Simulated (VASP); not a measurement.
# G0W0 gap of AlN against strain, part 3 of 4

Wanted: the deformation potential of the gap of AlN, from G0W0. The cell is of the zinc-blende type, one of the forms listed for this formula, which need not be the common one. The start is a computed cell from the Materials Project.

VASP 6.6.1, plane waves and PAW; the level of theory is named at each step.

So far, quasiparticle gap on the mesh (eV): step 4 (G0W0) 4.63. Also gap on the k-mesh (eV): step 3 (empty bands) 3.31; step 5 (ground state of a strained cell, scale 0.94) 3.34.

## 7. G0W0, scale 0.94

This step: G0W0 on PBE; plane waves and PAW (Al_GW, N_GW) (VASP 6.6.1).

G0W0 on the strained cell, with unchanged settings.

The input, INCAR:

```
SYSTEM = AlN
PREC = Accurate
ENCUT = 450
ISMEAR = 0
SIGMA = 0.01
LREAL = .FALSE.
GGA = PE
NBANDS = 88
ALGO = EVGW0
NELMGW = 1
ENCUTGW = 150
NOMEGA = 48
PRECFOCK = Fast
NBANDSGW = 16
LWAVE = .FALSE.
LCHARG = .FALSE.
```

The input, POSCAR:

```
AlN
1.0
    0.0000000000      2.1394097525      2.1394097525
    2.1394097525      0.0000000000      2.1394097525
    2.1394097525      2.1394097525      0.0000000000
Al N
1 1
Direct
    0.0000000000      0.0000000000      0.0000000000
    0.2500000000      0.2500000000      0.2500000000
```

The input, KPOINTS:

```
Automatic mesh
0
Gamma
6 6 6
0 0 0
```

Potentials, in the order of the species: Al_GW and N_GW (PBE family, release 64).

Command:

```console
> mpirun -np 8 vasp_std
```

Log:

```text
[banner, memory and clock lines left out]
running    8 mpi-ranks, on    1 nodes
[...]
[... a notice as in an earlier step ...]

 [... a notice as in an earlier step ...]

 LDA part: xc-table for (Slater+PW92), standard interpolation
 found WAVECAR, reading the header
 POSCAR, INCAR and KPOINTS ok, starting setup
[...]
reading WAVECAR
 the WAVECAR file was read successfully
 initial charge from wavefunction
 available memory per node:     63.32 GB, setting MAXMEM to     64835

 The Fermi energy was updated, please check that it is located mid-gap
 values below the HOMO (VB) or above the LUMO (CB) will cause erroneous energies
 E-fermi :   7.1601

 calculate exact exchange contribution
 the WAVEDER file was read successfully
energies w=
    0.000    0.000    0.762    0.000    1.520    0.000    2.272    0.000
    3.016    0.000    3.749    0.000    4.471    0.000    5.179    0.000
    5.874    0.000    6.556    0.000    7.227    0.000    7.886    0.000
[...]
total number of BLAS operations        253.46 Gflops
NQ=  12   -0.3333    0.3333    0.0000,
|.........|.........|.........|.........|.........|.........|.........|.........
 performed       5586000 updates of chi_q(r,r)
 total number of BLAS operations        287.28 Gflops
NQ=  13    0.5000    0.5000    0.0000,
|.........|.........|.........|.........|.........|.........|.........|.........
 performed       5860000 updates of chi_q(r,r)
 total number of BLAS operations        305.88 Gflops
NQ=  14    0.5000    0.3333    0.1667,
|.........|.........|.........|.........|.........|.........|.........|.........
 performed       6568000 updates of chi_q(r,r)
 total number of BLAS operations        345.87 Gflops
NQ=  15   -0.3333    0.3333    0.1667,
|.........|.........|.........|.........|.........|.........|.........|.........
 performed       7231000 updates of chi_q(r,r)
 total number of BLAS operations        381.55 Gflops
NQ=  16   -0.3333    0.5000    0.1667,
|.........|.........|.........|.........|.........|.........|.........|.........
 performed       7767000 updates of chi_q(r,r)
 total number of BLAS operations        409.02 Gflops
 resolving degeneracies of screened two electron integrals

 calculate QP shifts <psi_nk| G(iteration)W_0 |psi_nk>: iteration 1
 entering main loop
```

It took 80 s on 8 MPI ranks of Intel Xeon Platinum 8259CL at 2.50GHz (Skylake/Cascade Lake), shared host; peak memory 1.4 GiB.

OUTCAR, selected parts (step 7):

```text
 QP shifts <psi_nk| G(iteration)W_0 |psi_nk>: iteration 1
 for sc-GW calculations column KS-energies equals QP-energies in previous step
 and V_xc(KS)=  KS-energies - (<T + V_ion + V_H > + <T+V_H+V_ion>^1  + <V_x>^1)
 k-point   1 :       0.0000    0.0000    0.0000
  band No.  KS-energies  QP-energies   sigma(KS)   V_xc(KS)     V^pw_x(r,r')   Z            occupation Imag(sigma)
      1      -9.8710     -11.4448     -17.0028     -14.8527     -24.9534       0.7320       2.0000       1.3044
      2       5.4889       4.5713     -18.0961     -16.9222     -21.0452       0.7816       2.0000       0.0963
      3       5.4889       4.5713     -18.0961     -16.9222     -21.0452       0.7816       2.0000       0.0963
      4       5.4889       4.5713     -18.0961     -16.9222     -21.0452       0.7816       2.0000       0.0963
      5      10.2319      10.9945     -11.7881     -12.7290      -7.9101       0.8106       0.0000      -0.0615
      6      18.6607      19.6736      -9.2383     -10.4942      -4.1718       0.8064       0.0000      -0.1265
      7      18.6607      19.6736      -9.2383     -10.4942      -4.1718       0.8064       0.0000      -0.1265
      8      18.6607      19.6736      -9.2383     -10.4942      -4.1718       0.8064       0.0000      -0.1265
    ...

[... 2 parts as in an earlier step ...]

[... 1 further part left out ...]
[key lines of the parts left out:]
E-fermi :   7.1601
```

The gap is now 4.728 eV, +100 meV against the unstrained cell.

## 8. Ground state of a strained cell, scale 0.97

This step: PBE; plane waves and PAW (Al_GW, N_GW) (VASP 6.6.1).

The volume is scaled by 0.97, at the same cutoff, mesh and band count, and the chain is run again.

The input, INCAR:

```
SYSTEM = AlN
PREC = Accurate
ENCUT = 450
EDIFF = 1E-08
NELM = 100
ISMEAR = 0
SIGMA = 0.01
LREAL = .FALSE.
ALGO = Normal
GGA = PE
NBANDS = 10
LORBIT = 11
LWAVE = .TRUE.
LCHARG = .FALSE.
KPAR = 8
```

The input, POSCAR:

```
AlN
1.0
    0.0000000000      2.1619315102      2.1619315102
    2.1619315102      0.0000000000      2.1619315102
    2.1619315102      2.1619315102      0.0000000000
Al N
1 1
Direct
    0.0000000000      0.0000000000      0.0000000000
    0.2500000000      0.2500000000      0.2500000000
```

KPOINTS is that of step 7.

Command:

```console
> mpirun -np 8 vasp_std
```

Log:

```text
[... set-up lines as in an earlier step ...]
 entering main loop
       N       E                     dE             d eps       ncg     rms          rms(c)
DAV:   1     0.150324867505E+02    0.15032E+02   -0.44412E+03   336   0.665E+02
DAV:   2    -0.163907052262E+02   -0.31423E+02   -0.29931E+02   370   0.175E+02
DAV:   3    -0.172478802018E+02   -0.85717E+00   -0.85544E+00   410   0.248E+01
DAV:   4    -0.172520151442E+02   -0.41349E-02   -0.41343E-02   382   0.208E+00
[...]
DAV:  12    -0.148304282697E+02   -0.20338E-06   -0.51599E-07   364   0.604E-03    0.783E-04
DAV:  13    -0.148304282510E+02    0.18719E-07   -0.53005E-09   268   0.822E-04    0.988E-05
DAV:  14    -0.148304282542E+02   -0.32378E-08   -0.60658E-10   216   0.255E-04
   1 F= -.14830428E+02 E0= -.14830428E+02  d E =-.638012E-22
 writing wavefunctions
```

The job ended after 4.2 s (8 MPI ranks; peak memory 1.1 GiB; 24 s of CPU time).

From OUTCAR (step 8):

```text
  Total        1.1554168      1.1554168      1.1554168      0.0000000      0.0000000     -0.0000000
  in kB       91.5995746     91.5995746     91.5995746      0.0000000      0.0000000     -0.0000000
  external PRESSURE =      91.5995746 kB  Pullay stress =       0.0000000 kB

 POSITION                                       TOTAL-FORCE (eV/Angst)
 -----------------------------------------------------------------------------------
      0.00000      0.00000      0.00000         0.000000      0.000000      0.000000
      1.08097      1.08097      1.08097        -0.000000     -0.000000     -0.000000
 -----------------------------------------------------------------------------------
    total drift:                               -0.000000     -0.000000     -0.000000

  FREE ENERGIE OF THE ION-ELECTRON SYSTEM (eV)
  ---------------------------------------------------
  free  energy   TOTEN  =       -14.8304282542 eV

  energy  without entropy=      -14.8304282542  energy(sigma->0) =      -14.83042825

[... 1 part as in an earlier step ...]

[... 2 further parts left out ...]
[key lines of the parts left out:]
E-fermi :   5.2809
```

The run ends at a pressure of 9.16 GPa.

## 9. Empty bands, scale 0.97

The empty bands are made again, for the run that follows.

The input, INCAR:

```
SYSTEM = AlN
PREC = Accurate
ENCUT = 450
ISMEAR = 0
SIGMA = 0.01
LREAL = .FALSE.
GGA = PE
NBANDS = 88
ALGO = Exact
NELM = 1
LWAVE = .TRUE.
LCHARG = .FALSE.
LOPTICS = .TRUE.
NEDOS = 1000
CSHIFT = 0.1
```

POSCAR is that of step 8.

KPOINTS is that of step 8.

Command:

```console
> mpirun -np 8 vasp_std
```

Log:

```text
[... set-up lines as in an earlier step ...]
 entering main loop
       N       E                     dE             d eps       ncg     rms          rms(c)
DIA:   1    -0.148304282542E+02   -0.14830E+02    0.00000E+00     0   0.000E+00
   1 F= -.14830428E+02 E0= -.14830428E+02  d E =-.134186E-22
 writing wavefunctions
 optical routines
 imaginary and real dielectric function
 recalculating local potential from charge density
 direction            1
 direction            2
 direction            3
```

Run time: 4.2 s. Hardware: 8 MPI ranks; peak memory 0.91 GiB.

From OUTCAR (step 9):

```text
  Total        1.1553091      1.1553091      1.1553091      0.0000000      0.0000000     -0.0000000
  in kB       91.5910428     91.5910428     91.5910428      0.0000000      0.0000000     -0.0000000
  external PRESSURE =      91.5910428 kB  Pullay stress =       0.0000000 kB

 POSITION                                       TOTAL-FORCE (eV/Angst)
 -----------------------------------------------------------------------------------
      0.00000      0.00000      0.00000        -0.000000     -0.000000     -0.000000
      1.08097      1.08097      1.08097         0.000000      0.000000      0.000000
 -----------------------------------------------------------------------------------
    total drift:                               -0.000000     -0.000000     -0.000000

[... 4 parts as in an earlier step ...]

[... 1 further part left out ...]
[key lines of the parts left out:]
E-fermi :   5.2821
```

## 10. G0W0, scale 0.97

This step: G0W0 on PBE; plane waves and PAW (Al_GW, N_GW) (VASP 6.6.1).

The input, INCAR:

```
SYSTEM = AlN
PREC = Accurate
ENCUT = 450
ISMEAR = 0
SIGMA = 0.01
LREAL = .FALSE.
GGA = PE
NBANDS = 88
ALGO = EVGW0
NELMGW = 1
ENCUTGW = 150
NOMEGA = 48
PRECFOCK = Fast
NBANDSGW = 16
LWAVE = .FALSE.
LCHARG = .FALSE.
```

POSCAR is that of step 9.

KPOINTS is that of step 9.

Command:

```console
> mpirun -np 8 vasp_std
```

Log:

```text
[banner, memory and clock lines left out]
running    8 mpi-ranks, on    1 nodes
[...]
[... a notice as in an earlier step ...]

 [... a notice as in an earlier step ...]

 LDA part: xc-table for (Slater+PW92), standard interpolation
 found WAVECAR, reading the header
 POSCAR, INCAR and KPOINTS ok, starting setup
[...]
reading WAVECAR
 the WAVECAR file was read successfully
 initial charge from wavefunction
 available memory per node:     62.98 GB, setting MAXMEM to     64488

 The Fermi energy was updated, please check that it is located mid-gap
 values below the HOMO (VB) or above the LUMO (CB) will cause erroneous energies
 E-fermi :   6.8793

 calculate exact exchange contribution
 the WAVEDER file was read successfully
energies w=
    0.000    0.000    0.742    0.000    1.480    0.000    2.213    0.000
    2.937    0.000    3.651    0.000    4.353    0.000    5.043    0.000
    5.720    0.000    6.384    0.000    7.036    0.000    7.678    0.000
[...]
total number of BLAS operations        266.06 Gflops
NQ=  12   -0.3333    0.3333    0.0000,
|.........|.........|.........|.........|.........|.........|.........|.........
 performed       5586000 updates of chi_q(r,r)
 total number of BLAS operations        299.88 Gflops
NQ=  13    0.5000    0.5000    0.0000,
|.........|.........|.........|.........|.........|.........|.........|.........
 performed       5860000 updates of chi_q(r,r)
 total number of BLAS operations        318.48 Gflops
NQ=  14    0.5000    0.3333    0.1667,
|.........|.........|.........|.........|.........|.........|.........|.........
 performed       6568000 updates of chi_q(r,r)
 total number of BLAS operations        358.47 Gflops
NQ=  15   -0.3333    0.3333    0.1667,
|.........|.........|.........|.........|.........|.........|.........|.........
 performed       7231000 updates of chi_q(r,r)
 total number of BLAS operations        399.56 Gflops
NQ=  16   -0.3333    0.5000    0.1667,
|.........|.........|.........|.........|.........|.........|.........|.........
 performed       7767000 updates of chi_q(r,r)
 total number of BLAS operations        432.80 Gflops
 resolving degeneracies of screened two electron integrals

 calculate QP shifts <psi_nk| G(iteration)W_0 |psi_nk>: iteration 1
 entering main loop
```

Elapsed: 81 s, on 8 MPI ranks; peak memory 1.3 GiB.

Parts of OUTCAR (step 10):

```text
 QP shifts <psi_nk| G(iteration)W_0 |psi_nk>: iteration 1
 for sc-GW calculations column KS-energies equals QP-energies in previous step
 and V_xc(KS)=  KS-energies - (<T + V_ion + V_H > + <T+V_H+V_ion>^1  + <V_x>^1)
 k-point   1 :       0.0000    0.0000    0.0000
  band No.  KS-energies  QP-energies   sigma(KS)   V_xc(KS)     V^pw_x(r,r')   Z            occupation Imag(sigma)
      1      -9.9563     -11.4961     -16.9347     -14.8218     -24.8605       0.7288       2.0000       1.2893
      2       5.2164       4.3226     -17.9869     -16.8395     -20.9094       0.7789       2.0000       0.0947
      3       5.2164       4.3226     -17.9869     -16.8395     -20.9094       0.7789       2.0000       0.0947
      4       5.2164       4.3226     -17.9869     -16.8395     -20.9094       0.7789       2.0000       0.0947
      5       9.6711      10.4172     -11.6934     -12.6154      -7.8866       0.8092       0.0000      -0.0581
      6      18.0658      19.0517      -9.1558     -10.3822      -4.1085       0.8039       0.0000      -0.1249
      7      18.0658      19.0517      -9.1558     -10.3822      -4.1085       0.8039       0.0000      -0.1249
      8      18.0658      19.0517      -9.1558     -10.3822      -4.1085       0.8039       0.0000      -0.1249
    ...

[... 2 parts as in an earlier step ...]

[... 1 further part left out ...]
[key lines of the parts left out:]
E-fermi :   6.8793
```

The gap is now 4.677 eV, +48 meV against the unstrained cell.

## 11. Ground state of a strained cell, scale 1.03

This step: PBE; plane waves and PAW (Al_GW, N_GW) (VASP 6.6.1).

The volume is scaled by 1.03, at the same cutoff, mesh and band count, and the chain is run again.

The input, INCAR:

```
SYSTEM = AlN
PREC = Accurate
ENCUT = 450
EDIFF = 1E-08
NELM = 100
ISMEAR = 0
SIGMA = 0.01
LREAL = .FALSE.
ALGO = Normal
GGA = PE
NBANDS = 10
LORBIT = 11
LWAVE = .TRUE.
LCHARG = .FALSE.
KPAR = 8
```

The input, POSCAR:

```
AlN
1.0
    0.0000000000      2.2056186646      2.2056186646
    2.2056186646      0.0000000000      2.2056186646
    2.2056186646      2.2056186646      0.0000000000
Al N
1 1
Direct
    0.0000000000      0.0000000000      0.0000000000
    0.2500000000      0.2500000000      0.2500000000
```

KPOINTS is that of step 10.

Command:

```console
> mpirun -np 8 vasp_std
```

Log:

```text
[... set-up lines as in an earlier step ...]
 entering main loop
       N       E                     dE             d eps       ncg     rms          rms(c)
DAV:   1     0.212929373255E+02    0.21293E+02   -0.44336E+03   320   0.659E+02
DAV:   2    -0.157505524190E+02   -0.37043E+02   -0.35619E+02   378   0.177E+02
DAV:   3    -0.171647306641E+02   -0.14142E+01   -0.14114E+01   386   0.315E+01
DAV:   4    -0.171739024651E+02   -0.91718E-02   -0.91708E-02   384   0.308E+00
[...]
DAV:  11    -0.148663434124E+02    0.11894E-05   -0.40889E-06   412   0.235E-02    0.337E-03
DAV:  12    -0.148663435714E+02   -0.15900E-06   -0.42320E-07   352   0.537E-03    0.410E-04
DAV:  13    -0.148663435776E+02   -0.62553E-08   -0.39476E-08   380   0.148E-03
   1 F= -.14866344E+02 E0= -.14866344E+02  d E =-.584458E-14
 writing wavefunctions
```

The job ended after 2.8 s (8 MPI ranks; peak memory 1.1 GiB).

OUTCAR, selected parts (step 11):

```text
  Total       -0.4549991     -0.4549991     -0.4549991     -0.0000000     -0.0000000      0.0000000
  in kB      -33.9703360    -33.9703360    -33.9703360     -0.0000000     -0.0000000      0.0000000
  external PRESSURE =     -33.9703360 kB  Pullay stress =       0.0000000 kB

 POSITION                                       TOTAL-FORCE (eV/Angst)
 -----------------------------------------------------------------------------------
      0.00000      0.00000      0.00000        -0.000000     -0.000000      0.000000
      1.10281      1.10281      1.10281         0.000000      0.000000     -0.000000
 -----------------------------------------------------------------------------------
    total drift:                               -0.000000     -0.000000     -0.000000

  FREE ENERGIE OF THE ION-ELECTRON SYSTEM (eV)
  ---------------------------------------------------
  free  energy   TOTEN  =       -14.8663435776 eV

  energy  without entropy=      -14.8663435776  energy(sigma->0) =      -14.86634358

[... 1 part as in an earlier step ...]

[... 2 further parts left out ...]
[key lines of the parts left out:]
E-fermi :   4.7563
```

The run ends at a pressure of -3.40 GPa.

## 12. Empty bands, scale 1.03

The empty bands are made again, for the run that follows.

The input, INCAR:

```
SYSTEM = AlN
PREC = Accurate
ENCUT = 450
ISMEAR = 0
SIGMA = 0.01
LREAL = .FALSE.
GGA = PE
NBANDS = 88
ALGO = Exact
NELM = 1
LWAVE = .TRUE.
LCHARG = .FALSE.
LOPTICS = .TRUE.
NEDOS = 1000
CSHIFT = 0.1
```

POSCAR is that of step 11.

KPOINTS is that of step 11.

Command:

```console
> mpirun -np 8 vasp_std
```

Log:

```text
[... set-up lines as in an earlier step ...]
 entering main loop
       N       E                     dE             d eps       ncg     rms          rms(c)
DIA:   1    -0.148663435848E+02   -0.14866E+02    0.00000E+00     0   0.000E+00
   1 F= -.14866344E+02 E0= -.14866344E+02  d E =-.374170E-20
 writing wavefunctions
 optical routines
 imaginary and real dielectric function
 recalculating local potential from charge density
 direction            1
 direction            2
 direction            3
```

Wall time 3.8 s (8 MPI ranks); peak memory 0.93 GiB; 25 s of CPU time.

From OUTCAR (step 12):

```text
  Total       -0.4551366     -0.4551366     -0.4551366      0.0000000      0.0000000      0.0000000
  in kB      -33.9806015    -33.9806015    -33.9806015      0.0000000      0.0000000      0.0000000
  external PRESSURE =     -33.9806015 kB  Pullay stress =       0.0000000 kB

 POSITION                                       TOTAL-FORCE (eV/Angst)
 -----------------------------------------------------------------------------------
      0.00000      0.00000      0.00000         0.000000      0.000000      0.000000
      1.10281      1.10281      1.10281        -0.000000     -0.000000     -0.000000
 -----------------------------------------------------------------------------------
    total drift:                               -0.000000     -0.000000     -0.000000

  FREE ENERGIE OF THE ION-ELECTRON SYSTEM (eV)
  ---------------------------------------------------
  free  energy   TOTEN  =       -14.8663435848 eV

  energy  without entropy=      -14.8663435848  energy(sigma->0) =      -14.86634358

[... 2 parts as in an earlier step ...]

[... 1 further part left out ...]
[key lines of the parts left out:]
E-fermi :   4.7693
```

[end of part 3 of 4]

[Lines on the potential files, build, host, timing and source positions are cut from VASP's logs without a mark.]

[Logs are printed without paths, hosts, clocks, repeated set-up lines and the standing remarks that a program may print on its own settings, such as how far it seeks lower states.]

[Hosts, paths, dates, database ids (printed as entryN), source tags and the programs' standing remarks are cut or masked in the printed files.]

[Pressures printed for these runs are not shown converged in the cutoff: they can be off by several GPa and have the wrong sign.]

[In band tables of VASP the shares of atoms and orbitals are scaled to a sum of 1 inside the atoms' spheres.]
